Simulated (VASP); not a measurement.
# HPbNO4 (P1) in VASP: notebook

The runs below take HPbNO4 through density of states, band structure, with r2SCAN0, B3LYP, PBE.

Everything below comes from runs of VASP 6.6.1. Logs are shortened: lines on timing, memory, paths and dates and some standing lists are left out, and cuts for length are marked.

## 1. The structure

The typed cell holds 7 atoms: a = 4.275 Å, b = 5.609 Å, c = 5.670 Å, α = 100.02°, β = 111.92°, γ = 111.82°.

The cell was built by a generator and needn't be a form met in nature.

## 2. Density of states, r2SCAN0

Contents of POSCAR:

```
HPbNO4
1.0
    4.2753100000     -0.0004000000      0.0063600000
   -2.0839900000      5.2077500000     -0.0490700000
   -2.1237700000     -1.8657400000      4.9149100000
H Pb N O
1 1 1 4
Direct
    0.9907300000      0.0333000000      0.9099400000
    0.5027400000      0.8198900000      0.1428700000
    0.0083800000      0.4740800000      0.5026500000
    0.9981600000      0.9274100000      0.0287700000
    0.1946700000      0.7343500000      0.6085200000
    0.8167300000      0.3588200000      0.2455600000
    0.0138100000      0.3312100000      0.6521700000
```

Contents of INCAR.step1:

```
PREC = Accurate ; ENCUT = 520
EDIFF = 1E-5 ; ISMEAR = -1
SIGMA = 0.05 ; LREAL = F
LASPH = T ; NELM = 60
ALGO = Normal ; ISIF = 2
LWAVE = T ; LCHARG = F
NBANDS = 31 ; GGA = PE
```

Contents of INCAR.step2:

```
PREC = Accurate ; ENCUT = 520
EDIFF = 1E-6 ; ISMEAR = -5
SIGMA = 0.05 ; LREAL = F
LASPH = T ; NELM = 60
ALGO = Normal ; ISIF = 2
LWAVE = F ; LCHARG = F
METAGGA = R2SCAN ; LHFCALC = T
AEXX = 0.25 ; LMIXTAU = T
PRECFOCK = Fast ; HFRCUT = -1
LORBIT = 10 ; NBANDS = 31
ISTART = 1 ; NEDOS = 2001
```

Contents of KPOINTS:

```
regular mesh
0
Gamma
  4 3 3
```

Potentials or basis: VASP PAW PBE potentials, release 64 (H, Pb_d, N, O).

Launch:

```bash
$ cat potpaw_PBE.64/H/POTCAR potpaw_PBE.64/Pb_d/POTCAR potpaw_PBE.64/N/POTCAR potpaw_PBE.64/O/POTCAR > POTCAR
$ cp INCAR.step1 INCAR
$ mpirun -np 8 vasp_std > vasp.out
$ cp INCAR.step2 INCAR
$ mpirun -np 8 vasp_std > vasp.out
```

OUTCAR:

```text
PREC = Accurate
   ENCUT = 520
   EDIFF = 1E-6
   ISMEAR = -5
   LREAL = F
   LASPH = T
   NELM = 60
   ISIF = 2
   METAGGA = R2SCAN
   LHFCALC = T
   AEXX = 0.25
   PRECFOCK = Fast
   LORBIT = 10
   ISTART = 1

 ion  position               nearest neighbor table
   1  0.991  0.033  0.910-   4 0.97
   2  0.503  0.820  0.143-   4 2.34   4 2.34   6 2.66   5 2.68   7 2.89   7 3.02
   3  0.008  0.474  0.503-   7 1.26   5 1.27   6 1.27
   4  0.998  0.927  0.029-   1 0.97   2 2.34   2 2.34
   5  0.195  0.734  0.609-   3 1.27   2 2.68
   6  0.817  0.359  0.246-   3 1.27   2 2.66
   7  0.014  0.331  0.652-   3 1.26   2 2.89   2 3.02

  LATTYP: Found a triclinic cell.
 ALAT       =     8.3024666926
 B/A-ratio  =     0.5149451251
 C/A-ratio  =     0.7116445657
 COS(alpha) =     0.0126066529
 COS(beta)  =     0.3599949201
 COS(gamma) =     0.7788145159

  Lattice vectors:

 A1 = (  -6.4666300000,  -5.2069500000,   0.0363500000)
 A2 = (  -4.2753100000,   0.0004000000,  -0.0063600000)
 A3 = (  -0.0675500000,  -3.3416100000,  -4.8722000000)

Analysis of symmetry for initial positions (statically):
=====================================================================
 Subroutine PRICEL returns:
 Original cell was already a primitive cell.

 Routine SETGRP: Setting up the symmetry group for a
 triclinic supercell.

 Subroutine GETGRP returns: Found  1 space group operations
 (whereof  1 operations were pure point group operations)
 out of a pool of  2 trial point group operations.

The static configuration has the point symmetry C_1 .

Analysis of symmetry for dynamics (positions and initial velocities):
=====================================================================
 Subroutine PRICEL returns:
 Original cell was already a primitive cell.

 Routine SETGRP: Setting up the symmetry group for a
 triclinic supercell.

 Subroutine GETGRP returns: Found  1 space group operations
 (whereof  1 operations were pure point group operations)
 out of a pool of  2 trial point group operations.

The dynamic configuration has the point symmetry C_1 .

 Subroutine INISYM returns: Found  1 space group operations
 (whereof  1 operations are pure point group operations),
 and found     1 'primitive' translations

----------------------------------------------------------------------------------------

                                     Primitive cell

  volume of cell :     109.1287

  direct lattice vectors                    reciprocal lattice vectors
     4.275310000 -0.000400000  0.006360000     0.233706268  0.094813123  0.136978092
    -2.083990000  5.207750000 -0.049070000    -0.000090720  0.192674001  0.073101424
    -2.123770000 -1.865740000  4.914910000    -0.000303327  0.001800949  0.204015110

  length of vectors
     4.275314749  5.609463633  5.669896390     0.287003738  0.206075465  0.204023285

  position of ions in fractional coordinates (direct lattice)
     0.990730000  0.033300000  0.909940000
     0.502740000  0.819890000  0.142870000
     0.008380000  0.474080000  0.502650000
     0.998160000  0.927410000  0.028770000
     0.194670000  0.734350000  0.608520000
     0.816730000  0.358820000  0.245560000
     0.013810000  0.331210000  0.652170000

  ion indices of the primitive-cell ions
   primitive index   ion index
                 1           1
                 2           2
                 3           3
                 4           4
                 5           5
                 6           6
                 7           7

----------------------------------------------------------------------------------------

 KPOINTS: regular mesh

Automatic generation of k-mesh.
 Grid dimensions read from file:
 generate k-points for:    4    3    3

 Generating k-lattice:

  Cartesian coordinates                     Fractional coordinates (reciprocal lattice)
     0.058426567  0.023703281  0.034244523     0.250000000  0.000000000  0.000000000
    -0.000030240  0.064224667  0.024367141     0.000000000  0.333333333  0.000000000
    -0.000101109  0.000600316  0.068005037     0.000000000  0.000000000  0.333333333

  Length of vectors
     0.071750935  0.068691822  0.068007762

  Shift w.r.t. Gamma in fractional coordinates (k-lattice)
     0.000000000  0.000000000  0.000000000

 TETIRR: Found    106 inequivalent tetrahedra from      216

 Subroutine IBZKPT returns following result:
 ===========================================

 Found     19 irreducible k-points:

 Following reciprocal coordinates:
            Coordinates               Weight
  0.000000  0.000000  0.000000      1.000000
  0.250000 -0.000000 -0.000000      2.000000
  0.500000 -0.000000 -0.000000      1.000000
  0.000000  0.333333 -0.000000      2.000000
  0.250000  0.333333  0.000000      2.000000
  0.500000  0.333333  0.000000      2.000000
[... 11 lines left out ...]
  0.500000 -0.333333  0.333333      2.000000
 -0.250000 -0.333333  0.333333      2.000000
   k-points           NKPTS =     19   k-points in BZ     NKDIM =     36   number of bands    NBANDS=     32
   number of dos      NEDOS =   2001   number of ions     NIONS =      7
   total plane-waves  NPLWV =  56448
   dimension x,y,z NGX =    32 NGY =   42 NGZ =   42
   dimension x,y,z NGXF=    64 NGYF=   84 NGZF=   84
   ions per type =               1   1   1   4
   NGX,Y,Z   is equivalent  to a cutoff of  12.44, 12.45, 12.31 a.u.
   NGXF,Y,Z  is equivalent  to a cutoff of  24.89, 24.89, 24.63 a.u.
 SYSTEM =  unknown system
   PREC   = accura    normal or accurate (medium, high low for compatibility)
   ISTART =      1    job   : 0-new  1-cont  2-samecut
   ICHARG =      0    charge: 1-file 2-atom 10-const
   ISPIN  =      1    spin polarized calculation?
   LNONCOLLINEAR =      F non collinear calculations
   LSORBIT =      F    spin-orbit coupling
   LASPH  =      T    aspherical Exc in radial PAW
   ENCUT  =  520.0 eV  38.22 Ry    6.18 a.u.   7.95 10.43 10.54*2*pi/ulx,y,z
   NELM   =     60;   NELMIN=  2; NELMDL=  0     # of ELM steps
   EDIFF  = 0.1E-05   stopping-criterion for ELM
   LREAL  =      F    real-space projection
   EDIFFG = 0.1E-04   stopping-criterion for IOM
   NSW    =      0    number of steps for IOM
   IBRION =     -1    ionic relax: 0-MD 1-quasi-New 2-CG
   NFREE  =      0    steps in history (QN), initial steepest desc. (CG)
   ISIF   =      2    stress and relaxation
   ISYM   =      3    0-nonsym 1-usesym 2-fastsym
   POTIM  = 0.5000    time-step for ionic-motion
   TEBEG  =    0.0;   TEEND  =   0.0 temperature during run
   PSTRESS=    0.0 pullay stress
   NELECT =      44.0000    total number of electrons
   NUPDOWN=      -1.0000    fix difference up-down
   EMIN   =  10.00;   EMAX   =-10.00  energy-range for DOS
   EFERMI =   0.00;   METHOD = LEGACY
   ISMEAR =    -5;   SIGMA  =   0.05  broadening in eV -4-tet -1-fermi 0-gaus
   EFERMI_NEDOS =   21; number of points for ismear=-14 and -15
   IALGO  =     38    algorithm
   IMIX   =      1    mixing-type and parameters
     AMIX     =   0.40;   BMIX     =  1.00
     AMIX_MAG =   1.60;   BMIX_MAG =  1.00
  volume/ion in A,a.u.               =      15.59       105.21
  Fermi-wavevector in a.u.,A,eV,Ry     =   1.209426  2.285484 19.901399  1.462712
  Thomas-Fermi vector in A             =   2.345004
   LORBIT       =     10    0 simple, 1 ext, 2 COOP (PROOUT), +10 PAW based schemes
   METAGGA = R2SCAN    functional components
   LHFCALC =     T    Hartree Fock is set to
   PRECFOCK=fast      Normal, Fast or Accurate (Low or Medium for compatibility)
   ENCUT4O =  -1.0   cutoff for four orbital integrals eV
   NKREDX  =     1    reduce k-point grid by
   NKREDY  =     1    reduce k-point grid by
   NKREDZ  =     1    reduce k-point grid by
   AEXX    =    0.2500 exact exchange contribution
   HFSCREEN=    0.0000 screening length (either q_TF or 0.3 A-1)
   HFSCREENC=   0.0000 screening length for correlation (either q_TF or 0.3 A-1)
   ENCUTFOCK=  -1.0 apply spherical cutoff to Coloumb kernel
   IVDW    =     0    specifies the selected vdW correction
   LEPSILON=     F    determine dielectric tensor
   LRPA    =     F    only Hartree local field effects (RPA)
 non-spin polarized calculation
 Fermi weights with tetrahedron method with Bloechl corrections
  energy-cutoff  :      520.00
  volume of cell :      109.13
 maximum number of plane-waves:      2952
  NGX = 18; NGY = 24; NGZ = 24

 number of electron      44.0000003 magnetization

 Free energy of the ion-electron system (eV)
  ---------------------------------------------------
  ext. energy  EPLUGINS =         0.00000000
  ---------------------------------------------------
  free energy    TOTEN  =       -98.36583922 eV

  energy without entropy =      -98.36583922  energy(sigma->0) =      -98.36583922

 E-fermi :  -1.1414     XC(G=0):  -6.8305

 val. band max:       -1.1425299016   @ k =   0.5000  -0.0000  -0.0000
 cond. band min:       4.0194809884   @ k =   0.2500   0.3333   0.3333
 fundamental gap:      5.1620108900
 Fermi energy:        -1.1414298312

 k-point     1 :       0.0000    0.0000    0.0000
  band No.  band energies     occupation
      1     -30.3363      2.00000
      2     -24.3144      2.00000
      3     -24.2942      2.00000
      4     -21.2601      2.00000
      5     -17.9887      2.00000
      6     -17.9849      2.00000
[... 24 lines left out ...]
     31      12.8799      0.00000
     32      14.1624      0.00000

 k-point     2 :       0.2500   -0.0000   -0.0000
  band No.  band energies     occupation
      1     -30.3316      2.00000
      2     -24.3180      2.00000
      3     -24.2946      2.00000
      4     -21.2133      2.00000
      5     -18.0109      2.00000
      6     -17.9990      2.00000
[... 24 lines left out ...]
     31      13.0034      0.00000
     32      13.3691      0.00000

 k-point     3 :       0.5000   -0.0000   -0.0000
  band No.  band energies     occupation
      1     -30.3270      2.00000
      2     -24.3188      2.00000
      3     -24.2956      2.00000
      4     -21.1707      2.00000
      5     -18.0253      2.00000
      6     -18.0165      2.00000
[... 24 lines left out ...]
     31      13.0898      0.00000
     32      13.2066      0.00000

 k-point     4 :       0.0000    0.3333   -0.0000
  band No.  band energies     occupation
      1     -30.3325      2.00000
      2     -24.3211      2.00000
      3     -24.3026      2.00000
      4     -21.2518      2.00000
      5     -18.0121      2.00000
      6     -17.9941      2.00000
[... 24 lines left out ...]
     31      13.4553      0.00000
     32      13.8083      0.00000

 k-point     5 :       0.2500    0.3333    0.0000
  band No.  band energies     occupation
      1     -30.3290      2.00000
      2     -24.3195      2.00000
      3     -24.3026      2.00000
      4     -21.2099      2.00000
      5     -18.0168      2.00000
      6     -18.0119      2.00000
[... 409 lines left out ...]
     31      13.1948      0.00000
     32      14.4543      0.00000

 k-point    17 :       0.2500   -0.3333    0.3333
  band No.  band energies     occupation
      1     -30.3296      2.00000
      2     -24.3228      2.00000
      3     -24.2968      2.00000
      4     -21.2119      2.00000
      5     -18.0102      2.00000
      6     -18.0042      2.00000
[... 24 lines left out ...]
     31      13.0049      0.00000
     32      14.3259      0.00000

 k-point    18 :       0.5000   -0.3333    0.3333
  band No.  band energies     occupation
      1     -30.3269      2.00000
      2     -24.3183      2.00000
      3     -24.2962      2.00000
      4     -21.1705      2.00000
      5     -18.0250      2.00000
      6     -18.0164      2.00000
[... 24 lines left out ...]
     31      13.2016      0.00000
     32      14.1095      0.00000

 k-point    19 :      -0.2500   -0.3333    0.3333
  band No.  band energies     occupation
      1     -30.3296      2.00000
      2     -24.3157      2.00000
      3     -24.3042      2.00000
      4     -21.2118      2.00000
      5     -18.0099      2.00000
      6     -18.0032      2.00000
[... 24 lines left out ...]
     31      13.2281      0.00000
     32      14.2487      0.00000

------------------------ aborting loop because EDIFF is reached ----------------------------------------

  FORCE on cell =-STRESS in cart. coord.  units (eV):
  Direction    XX          YY          ZZ          XY          YZ          ZX
  --------------------------------------------------------------------------------------
  -------------------------------------------------------------------------------------
  Total       -1.8295651     -4.1309979     -3.8817779     -0.0397783      0.3614594     -0.0596584
  in kB      -26.8608224    -60.6493860    -56.9904550     -0.5840058      5.3067780     -0.8758767
  external PRESSURE =     -48.1668878 kB  Pullay stress =       0.0000000 kB

 VOLUME and BASIS-vectors are now :
 -----------------------------------------------------------------------------
  energy-cutoff  :      520.00
  volume of cell :      109.13
      direct lattice vectors                 reciprocal lattice vectors
     4.275310000 -0.000400000  0.006360000     0.233706268  0.094813123  0.136978092
    -2.083990000  5.207750000 -0.049070000    -0.000090720  0.192674001  0.073101424
    -2.123770000 -1.865740000  4.914910000    -0.000303327  0.001800949  0.204015110

 POSITION                                       TOTAL-FORCE (eV/Angst)
 -----------------------------------------------------------------------------------
      2.23378     -1.52469      4.47694         0.000401     -0.483248      0.370672
      0.13730      4.00302      0.66516         0.003526      0.182255     -0.127400
     -2.01966      1.53107      2.44727        -0.003263      0.075862     -0.066110
      2.27363      4.77564      0.10224        -0.004227      0.366827     -0.292516
     -1.99046      2.68889      2.95602        -0.028582     -1.225613     -0.399302
      2.22248      1.41017      1.19449         0.034362      0.000072      1.282375
     -2.01626      0.50807      3.18919        -0.002216      1.083844     -0.767720
 -----------------------------------------------------------------------------------
    total drift:                                0.000151      0.005921     -0.004735

  FREE ENERGIE OF THE ION-ELECTRON SYSTEM (eV)
  ---------------------------------------------------
  free  energy   TOTEN  =       -98.3658392160 eV

  energy  without entropy=      -98.3658392160  energy(sigma->0) =      -98.36583922

 total charge

# of ion       s       p       d       tot
------------------------------------------
    1        0.618   0.128   0.000   0.746
    2        1.506   0.345   9.861  11.711
    3        1.230   2.571   0.000   3.801
    4        1.571   3.560   0.000   5.131
    5        1.601   3.501   0.000   5.102
    6        1.601   3.502   0.000   5.103
    7        1.599   3.503   0.000   5.102
--------------------------------------------------
tot          9.726  17.110   9.861  36.697
```

Run time: 7.3 min. Hardware: 8 MPI ranks of Intel Xeon Platinum 8259CL at 2.50GHz (Skylake/Cascade Lake), shared host; peak memory 0.18 GiB.

Results:

```yaml
Free_energy: -98.3658 eV
Pressure: -4.8 GPa
Largest_force: 1.328 eV/Å
Band_gap_on_the_k_mesh: 5.16 eV, indirect (least direct gap 5.44 eV)
Valence_electrons_inside_the_program's_atomic_spheres: H 0.75; Pb 11.71; N 3.80; O 5.13, 5.10
```

Forces on the atoms (eV/Å):
```
H    0.000 -0.483  0.371
Pb   0.004  0.182 -0.127
N   -0.003  0.076 -0.066
O   -0.004  0.367 -0.293
O   -0.029 -1.226 -0.399
O    0.034  0.000  1.282
O   -0.002  1.084 -0.768
```

Levels at points of the mesh, in eV from the valence-band top:
| k point | band 19 | band 20 | band 21 | band 22 | band 23 | band 24 | band 25 | band 26 |
| --- | --- | --- | --- | --- | --- | --- | --- | --- |
| (0.00, 0.00, 0.00) | -2.48 | -2.44 | -1.65 | -0.98 | 5.75 | 6.74 | 7.53 | 8.34 |
| (0.50, 0.00, 0.00) | -2.56 | -1.72 | -1.22 | 0.00 | 5.54 | 6.53 | 7.79 | 8.40 |

States per cell in windows of 1 eV (zero at the valence-band top; states under -8 eV left out):
```csv
from (eV),total,O4_p,O7_p,O6_p,O5_p,Pb2_p,Pb2_s
-8.0,1.12,0.18,0.03,0.03,0.03,0.00,0.48
-7.0,0.87,0.15,0.02,0.02,0.02,0.00,0.37
-6.0,1.01,0.46,0.02,0.01,0.02,0.04,0.03
-5.0,0.99,0.31,0.08,0.05,0.07,0.02,0.05
-4.0,2.54,0.15,0.41,0.55,0.50,0.07,0.03
-3.0,5.89,0.42,1.36,1.08,1.10,0.06,0.12
-2.0,4.16,1.13,0.50,0.59,0.60,0.05,0.13
-1.0,1.65,0.69,0.07,0.06,0.06,0.09,0.23
0.0,0.00,0.00,0.00,0.00,0.00,0.00,0.00
1.0,0.00,0.00,0.00,0.00,0.00,0.00,0.00
2.0,0.00,0.00,0.00,0.00,0.00,0.00,0.00
3.0,0.00,0.00,0.00,0.00,0.00,0.00,0.00
4.0,0.00,0.00,0.00,0.00,0.00,0.00,0.00
5.0,2.00,0.02,0.23,0.22,0.23,0.03,0.01
6.0,1.68,0.04,0.03,0.04,0.04,0.55,0.02
7.0,2.33,0.06,0.08,0.08,0.08,0.82,0.02
```

Caveat: the k mesh is coarse (spacing up to 0.45 Å⁻¹), so the values aren't converged, least of all with exact exchange; the PAW data sets were made with another functional, which shifts forces and pressure a little; spin-orbit coupling is left out, which as a rule narrows the gap of such compounds by several tenths of an eV; an odd mesh through Γ misses points on the zone boundary, where band edges often lie.

[end of part 1 of 2]
